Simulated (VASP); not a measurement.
Hf2Pd2Se2Br2O3, 11 atoms in the cell. The structure is tetragonal, space group P4/mmm (No. 123). The conventional cell has a = 5.084 Å, b = 5.084 Å, c = 8.927 Å, α = 90.00°, β = 90.00°, γ = 90.00°. Around Hf (site symmetry mmm) lie 2 O at 2.54 Å. Pd (site symmetry 4mm) is surrounded by 1 Se at 2.13 Å. Se (site symmetry 4/mmm) has 2 Pd at 2.13 Å as nearest neighbours. Se (site symmetry 4/mmm) has 2 O at 2.54 Å and 4 Br at 2.54 Å as nearest neighbours. Br (site symmetry mmm) has 4 Se at 2.54 Å as nearest neighbours. O (site symmetry 4mm) has 1 O at 1.93 Å as nearest neighbours. O (site symmetry 4/mmm) has 2 O at 1.93 Å as nearest neighbours. The cell was built by a generator and needn't be a form met in nature.

* Program: VASP 6.6.1
* Task: relaxation of cell and atoms
* Functional: PBE
* Potentials or basis: VASP PAW PBE potentials, release 64 (Hf_pv, Pd, Se, Br, O)
* Cutoff: 520 eV
* k mesh: 3 × 3 × 2
* Occupations: gaussian, width 0.15 eV
* Spin: no spin polarisation
* Further INCAR settings: PREC = Normal; LREAL = Auto; ALGO = Fast; EDIFF = 0.0001; IBRION = 2; EDIFFG = -0.08; NSW = 24; ISIF = 3

Potentials or basis: VASP PAW PBE potentials, release 64 (Hf_pv, Pd, Se, Br, O).

Launch:

```sh
$ cat potpaw_PBE.64/Hf_pv/POTCAR potpaw_PBE.64/Pd/POTCAR potpaw_PBE.64/Se/POTCAR potpaw_PBE.64/Br/POTCAR potpaw_PBE.64/O/POTCAR > POTCAR
$ mpirun -np 2 vasp_std > vasp.out
```

Hardware: 2 MPI ranks on Intel(R) Xeon(R) Platinum 8488C (Sapphire Rapids), on a shared host.

Q: Estimate the wall time of this run.

A: It took 3.9 min on 2 MPI ranks on Intel(R) Xeon(R) Platinum 8488C (Sapphire Rapids) (shared host), peak memory 0.23 GiB a rank. Counts: scf iterations 163, k points 6, ion steps 17.
